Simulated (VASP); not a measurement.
All values below come from PBE GGA, VASP's PBE PAW potentials (set 64) (plane waves; VASP).

The input files of a VASP run:

### KPOINTS
```
K-points
0
Gamma
 5 5 5
```

POSCAR:
```
RuAl
1
    2.9900000000     0.0000000000     0.0000000000
    0.0000000000     2.9900000000     0.0000000000
    0.0000000000     0.0000000000     2.9900000000
Al Ru
1 1
Direct
  0.4975390000   0.4920570000   0.4945840000
  0.0024610000   0.0079430000   0.0054160000
```

**INCAR**
```
# general
SYSTEM   =  RuAl
PREC     =  Accurate
ENCUT    =  300
LREAL    =  .False.
LASPH    =  .True.

# electronic loop
EDIFF    =  1E-6
NELM     =  100
ALGO     =  Normal
LMAXMIX  =  4

# smearing
ISMEAR   =  0
SIGMA    =  0.05

# functional
GGA      =  PE

# ions
ISIF     =  2

# output
LWAVE    =  .False.
LCHARG   =  .False.
```

POTCAR, in this order: Al Ru_pv (PBE.64 set). Program: vasp_std.

The resulting files:

**OSZICAR**
```
       N       E                     dE             d eps       ncg     rms          rms(c)
DAV:   1     0.567527096705E+02    0.56753E+02   -0.72703E+03  1808   0.855E+02
DAV:   2    -0.137263481256E+02   -0.70479E+02   -0.67516E+02  1656   0.250E+02
DAV:   3    -0.147654771579E+02   -0.10391E+01   -0.10185E+01  1812   0.310E+01
DAV:   4    -0.147745541903E+02   -0.90770E-02   -0.90736E-02  1780   0.277E+00
DAV:   5    -0.147747446663E+02   -0.19048E-03   -0.19047E-03  1848   0.326E-01    0.122E+01
DAV:   6    -0.142285146755E+02    0.54623E+00   -0.34629E+00  1584   0.208E+01    0.244E+00
DAV:   7    -0.141607290763E+02    0.67786E-01   -0.26630E-01  1584   0.600E+00    0.218E+00
DAV:   8    -0.141468323155E+02    0.13897E-01   -0.16377E-02  1572   0.123E+00    0.195E-01
DAV:   9    -0.141467003473E+02    0.13197E-03   -0.23941E-04  1832   0.144E-01    0.126E-01
DAV:  10    -0.141466919719E+02    0.83754E-05   -0.36816E-05  1716   0.718E-02    0.944E-03
DAV:  11    -0.141466904904E+02    0.14815E-05   -0.39456E-06  1628   0.249E-02    0.656E-03
DAV:  12    -0.141466903081E+02    0.18236E-06   -0.18096E-07   792   0.430E-03
   1 F= -.14146690E+02 E0= -.14146140E+02  d E =-.110043E-02
```

### OUTCAR
```
------------------------ aborting loop because EDIFF is reached ----------------------------------------
  FORCE on cell =-STRESS in cart. coord.  units (eV):
  Direction    XX          YY          ZZ          XY          YZ          ZX
  --------------------------------------------------------------------------------------
  Total        0.5887760      0.5498333      0.5727742      0.0180933      0.0397392      0.0123404
  in kB       35.2896281     32.9555114     34.3305266      1.0844610      2.3818584      0.7396514
  external PRESSURE =      34.1918887 kB  Pullay stress =       0.0000000 kB
  volume of cell :       26.73
      direct lattice vectors                 reciprocal lattice vectors
     2.990000000  0.000000000  0.000000000     0.334448161  0.000000000  0.000000000
     0.000000000  2.990000000  0.000000000     0.000000000  0.334448161  0.000000000
     0.000000000  0.000000000  2.990000000     0.000000000  0.000000000  0.334448161
 POSITION                                       TOTAL-FORCE (eV/Angst)
 -----------------------------------------------------------------------------------
      1.48764      1.47125      1.47881         0.117720      0.376810      0.258183
      0.00736      0.02375      0.01619        -0.117720     -0.376810     -0.258183
 -----------------------------------------------------------------------------------
    total drift:                               -0.000237     -0.000304     -0.000370
  FREE ENERGIE OF THE ION-ELECTRON SYSTEM (eV)
  ---------------------------------------------------
  free  energy   TOTEN  =       -14.1466903081 eV

  energy  without entropy=      -14.1455898771  energy(sigma->0) =      -14.14614009
```
(Selected blocks of OUTCAR.)

OUTCAR:
```
 val. band max:       10.8372203792   @ k =   0.4000  -0.2000   0.4000

 cond. band min:      10.9519574901   @ k =   0.0000   0.0000   0.0000


 Fermi energy:        10.9202275764

 k-point     1 :       0.0000    0.0000    0.0000
  band No.  band energies     occupation
      1     -30.9700      2.00000
      2     -30.9691      2.00000
      3     -30.9688      2.00000
      4       1.0531      2.00000
      5       7.1865      2.00000
      6       7.1866      2.00000
      7      10.9520      0.36947
      8      10.9584      0.28050
      9      10.9605      0.25472
     10      16.8299      0.00000
     11      16.8323      0.00000
     12      16.8416      0.00000

 k-point     2 :       0.2000    0.0000    0.0000
  band No.  band energies     occupation
      1     -31.0422      2.00000
      2     -30.9638      2.00000
      3     -30.9629      2.00000
      4       1.8047      2.00000
      5       7.3254      2.00000
      6       7.4363      2.00000
      7      10.1962      2.00000
      8      10.2015      2.00000
      9      11.0441      0.00046
     10      14.4806      0.00000
     11      18.1780      0.00000
     12      18.1916      0.00000

 k-point     3 :       0.0000    0.2000    0.0000
  band No.  band energies     occupation
      1     -31.0433      2.00000
      2     -30.9631      2.00000
      3     -30.9626      2.00000
      4       1.8044      2.00000
      5       7.3252      2.00000
      6       7.4362      2.00000
      7      10.1988      2.00000
      8      10.2008      2.00000
      9      11.0425      0.00054
     10      14.4846      0.00000
     11      18.1777      0.00000
     12      18.1826      0.00000

 k-point     4 :       0.0000    0.0000    0.2000
  band No.  band energies     occupation
      1     -31.0427      2.00000
      2     -30.9637      2.00000
      3     -30.9626      2.00000
      4       1.8046      2.00000
      5       7.3253      2.00000
      6       7.4363      2.00000
...
```

At this cut-off the stress carries a Pulay error, which pulls relaxed volumes low.

The structure is a typed RuAl crystal. The cell was not relaxed at this level, atoms are displaced from their ideal sites. The k-mesh is coarse (spacing up to 0.42 per Å, 2π included), so the numbers may not be converged in it. The run is one of a series of settings (KPOINTS 5×5×5 Γ-centred mesh against the base run), some of them coarse on purpose. The electron count is odd and the run is not spin-polarised, which forces a metal.
